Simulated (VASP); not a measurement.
Set up this calculation in VASP 6.6.1, as the native input.

| Property | Result |
| --- | --- |
| Task | single point |
| Functional | PBE |
| Potentials or basis | VASP PAW PBE potentials, release 64 (Ta_pv, N) |
| Cutoff | 520 eV |
| k mesh | 10 × 10 × 1 |
| Occupations | fermi-dirac, width 0.05 eV |
| Spin | no spin polarisation |
| Dipole correction | yes |
| Further INCAR settings | ALGO = Normal; EDIFF = 1e-07; NBANDS = 51 |

The structure of TaN lies in POSCAR:

```
TaN
1.0
    3.0815713524      0.0000000000      0.0000000000
   -1.5407856762      2.6687190748      0.0000000000
    0.0000000000      0.0000000000     26.3224161291
Ta N
5 5
Direct
    0.3333333333      0.6666666667      0.2849282514
    0.0000000000      0.0000000000      0.3805156952
    0.6666666667      0.3333333333      0.4761031390
    0.3333333333      0.6666666667      0.5716905829
    0.0000000000      0.0000000000      0.6672780267
    0.6666666667      0.3333333333      0.3327219733
    0.3333333333      0.6666666667      0.4283094171
    0.0000000000      0.0000000000      0.5238968610
    0.6666666667      0.3333333333      0.6194843048
    0.3333333333      0.6666666667      0.7150717486
```

The cell isn't the ideal one: the (1 1 1) slab of TaN, cut from the database cell, not relaxed.

These files were run (other wordings do the same):

INCAR

```
PREC     = Accurate       # precision mode
ENCUT    = 520            # plane-wave cutoff, eV
EDIFF    = 1E-7           # SCF threshold, eV
ISMEAR   = -1             # smearing method
SIGMA    = 0.05           # smearing width, eV
LREAL    = False          # projectors in reciprocal space
LASPH    = True           # aspherical terms in the spheres
NELM     = 60             # most SCF steps
ALGO     = Normal         # electronic algorithm
ISIF     = 2              # what is computed and relaxed
LWAVE    = False          # write WAVECAR
LCHARG   = False          # write CHGCAR
LDIPOL   = True         
IDIPOL   = 3            
DIPOL    = 0.5 0.5 0.500
GGA      = PE             # functional
NBANDS   = 51             # bands
```

KPOINTS

```
Automatic mesh
0
Gamma
  10 10 1
```

Potentials or basis: VASP PAW PBE potentials, release 64 (Ta_pv, N).

Command:

```sh
$ cat potpaw_PBE.64/Ta_pv/POTCAR potpaw_PBE.64/N/POTCAR > POTCAR
$ mpirun -np 1 vasp_std > vasp.out
```

It gave:

The largest force is 5.703 eV/Å and the band gap on the k mesh is none (metal or under the smearing width).

It took 9.1 min on 1 thread of Intel(R) Xeon(R) Platinum 8488C (Sapphire Rapids), with other jobs on the host, peak memory 0.38 GiB.
